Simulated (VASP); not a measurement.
All values below come from r2SCAN meta-GGA, VASP's PBE PAW potentials (set 64) (plane waves; VASP 6.6.1).

The input files of a VASP run:

### INCAR
```
# general
SYSTEM   =  Tb
PREC     =  Accurate
ENCUT    =  520
LREAL    =  .FALSE.
LASPH    =  .TRUE.

# electronic loop
EDIFF    =  1E-6
NELM     =  100
ALGO     =  Normal
LMAXMIX  =  6
LMIXTAU  =  .TRUE.

# smearing
ISMEAR   =  1
SIGMA    =  0.1

# functional
METAGGA  =  R2SCAN

# ions
IBRION   =  2
NSW      =  60
ISIF     =  3
EDIFFG   =  -0.01

# output
LWAVE    =  .FALSE.
LCHARG   =  .FALSE.
```

POSCAR:
```
Tb
1
    1.8000000000    -3.1176910000     0.0000000000
    1.8000000000     3.1176910000     0.0000000000
    0.0000000000     0.0000000000     5.6900000000
Tb
2
Direct
  0.3333330000   0.6666670000   0.2500000000
  0.6666670000   0.3333330000   0.7500000000
```

File KPOINTS:
```
Automatic mesh
0
Gamma
11 11 6
0 0 0
```

POTCAR, in this order: Tb_3 (PBE.64 set). Program: vasp_std.

The 4f electrons are frozen in the core of the lanthanide potential, so 4f levels, which can set the real gap, and their magnetism are missing. Energy and stress use the plane-wave basis of the starting cell.

Problem. Estimate the energy per atom (σ→0), volume per atom, band gap (on the k-mesh).

Solution. 
The energy per atom (σ→0) is -31.223 eV/atom and the band gap (on the k-mesh) is none (metal, semimetal or under 0.01 eV). The volume per atom is 32.62 Å^3/atom.

File OSZICAR:
```
...
   6 F= -.62444348E+02 E0= -.62446059E+02  d E =-.162524E-03
       N       E                     dE             d eps       ncg     rms          rms(c)
DAV:   1    -0.624445453611E+02   -0.19668E-03   -0.42279E-03  1664   0.531E-01    0.934E-02
DAV:   2    -0.624444335740E+02    0.11179E-03   -0.30935E-04  1684   0.155E-01    0.365E-02
DAV:   3    -0.624443835539E+02    0.50020E-04   -0.97218E-05  1794   0.792E-02    0.154E-02
DAV:   4    -0.624443749356E+02    0.86183E-05   -0.23757E-05  1914   0.419E-02    0.935E-03
DAV:   5    -0.624443754340E+02   -0.49832E-06   -0.58086E-06  1679   0.253E-02
   7 F= -.62444375E+02 E0= -.62446088E+02  d E =-.189678E-03
```

The compound is Tb in the hcp structure. This run relaxes it. Symmetry was kept, so distortions that lower it aren't found.
